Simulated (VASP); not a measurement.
Energy against volume of Ca (fcc). Method: AM05 GGA, VASP's PBE PAW potentials (set 64) (plane waves; VASP). Run with 520 eV cut-off, 12×12×12 Γ-centred mesh, first-order Methfessel-Paxton smearing of 0.10 eV, potentials Ca_sv.

```tsv
V (Å³/atom)	E (eV/atom)
40.164	-2.00112
41.406	-2.00349
42.648	-2.00174
43.890	-1.99634
```

Task: Fit these four points and predict the energy of the run at 38.922 Å³/atom.

Result: A cubic in V^(−2/3), the third-order Birch-Murnaghan form, passes through the four points with V0 = 41.47 Å³/atom and B0 = 18 GPa, and gives -1.9941 eV/atom there. The run gave -1.9942 eV/atom, -0.1 meV/atom from the fit; all five points give B0 = 18 GPa.

The compound is Ca in the fcc structure. It was relaxed first.
